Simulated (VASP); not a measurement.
Here is the system:

```xyz
2
Lattice="1.5897 -2.7535 0.0000 1.5897 2.7535 0.0000 0.0000 0.0000 5.1252" Properties=species:S:1:pos:R:3 pbc="T T T"
Zr     1.5897     0.9178     1.2813
Zr     1.5897    -0.9178     3.8439
```

The numbers are results of PBE GGA with D3 dispersion (Becke-Johnson damping), VASP's PBE PAW potentials (set 64) (plane waves; VASP), not measurements. Settings: 520 eV cut-off, 15×15×8 Γ-centred mesh, tetrahedra with Blöchl corrections, potentials Zr_sv.

Q: Predict the energy per atom (σ→0), band gap (on the k-mesh) with the smallest direct gap where there is one.

A: 
```
Item                                                         Value
------------------------  ----------------------------------------
band gap (on the k-mesh)  none (metal, semimetal or under 0.01 eV)
energy per atom (σ→0)                               -9.057 eV/atom
```

The absolute energy has meaning only against runs of the same code, potentials and settings.

The compound is Zr in the hcp structure. It was relaxed first.
